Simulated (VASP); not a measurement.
These are PBE GGA, VASP's PBE PAW potentials (set 64) (plane waves; VASP) values and carry that method's errors.

The input files of a VASP run:

POSCAR:
```
Be
1
    1.1333528340    -1.9630245221     0.0000000000
    1.1333528340     1.9630245221     0.0000000000
    0.0000000000     0.0000000000     3.5574884883
Be
2
Direct
  0.3333330000   0.6666670000   0.2500000000
  0.6666670000   0.3333330000   0.7500000000
```

### INCAR
```
SYSTEM  =  Be
PREC  =  Accurate; ENCUT  =  400; LREAL  =  .False.
LASPH  =  .True.
EDIFF  =  1E-6; NELM  =  100; ALGO  =  Normal
ISMEAR  =  1; SIGMA  =  0.1
GGA  =  PE
IBRION  =  2; NSW  =  60; ISIF  =  3
EDIFFG  =  -0.01
LWAVE  =  .False.; LCHARG  =  .False.
```

### KPOINTS
```
K-points
0
gamma
17 17 9
```

POTCAR, in this order: Be (PBE.64 set). Program: vasp_std.

Output

File OSZICAR:
```
       N       E                     dE             d eps       ncg     rms          rms(c)
DAV:   1    -0.393556737131E+01   -0.39356E+01   -0.15579E+03  1998   0.446E+02
DAV:   2    -0.757258230417E+01   -0.36370E+01   -0.35102E+01  3126   0.514E+01
DAV:   3    -0.759262554870E+01   -0.20043E-01   -0.20024E-01  2598   0.357E+00
DAV:   4    -0.759264643399E+01   -0.20885E-04   -0.20886E-04  2946   0.101E-01
DAV:   5    -0.759264645023E+01   -0.16233E-07   -0.15710E-07  2538   0.139E-03    0.121E+00
DAV:   6    -0.754635572750E+01    0.46291E-01   -0.61596E-03  2328   0.114E+00    0.744E-01
DAV:   7    -0.752784634567E+01    0.18509E-01   -0.68021E-03  2274   0.119E+00    0.277E-02
DAV:   8    -0.752782455916E+01    0.21787E-04   -0.13307E-05  2946   0.427E-02    0.943E-03
DAV:   9    -0.752782367725E+01    0.88191E-06   -0.27561E-06  2484   0.207E-02
   1 F= -.75278237E+01 E0= -.75279015E+01  d E =-.752782E+01
```

### OUTCAR
```
------------------------ aborting loop because EDIFF is reached ----------------------------------------
  FORCE on cell =-STRESS in cart. coord.  units (eV):
  Direction    XX          YY          ZZ          XY          YZ          ZX
  --------------------------------------------------------------------------------------
  Total        0.0134450      0.0134450     -0.0005919      0.0000000     -0.0000000      0.0000000
  in kB        1.3608416      1.3608414     -0.0599065      0.0000000     -0.0000000      0.0000000
  external PRESSURE =       0.8872588 kB  Pullay stress =       0.0000000 kB
  volume of cell :       15.83
      direct lattice vectors                 reciprocal lattice vectors
     1.133352834 -1.963024522  0.000000000     0.441168880 -0.254708993  0.000000000
     1.133352834  1.963024522  0.000000000     0.441168880  0.254708993  0.000000000
     0.000000000  0.000000000  3.557488488     0.000000000  0.000000000  0.281097185
 POSITION                                       TOTAL-FORCE (eV/Angst)
 -----------------------------------------------------------------------------------
      1.13335      0.65434      0.88937         0.000000      0.000000      0.000000
      1.13335     -0.65434      2.66812        -0.000000     -0.000000      0.000000
 -----------------------------------------------------------------------------------
    total drift:                                0.000000     -0.000003      0.000005
  FREE ENERGIE OF THE ION-ELECTRON SYSTEM (eV)
  ---------------------------------------------------
  free  energy   TOTEN  =        -7.5278236773 eV

  energy  without entropy=       -7.5280571402  energy(sigma->0) =       -7.52790150

 reached required accuracy - stopping structural energy minimisation
```
(Selected blocks of OUTCAR.)

The compound is Be in the hcp structure. It was relaxed first. The start is the result of an earlier pass.
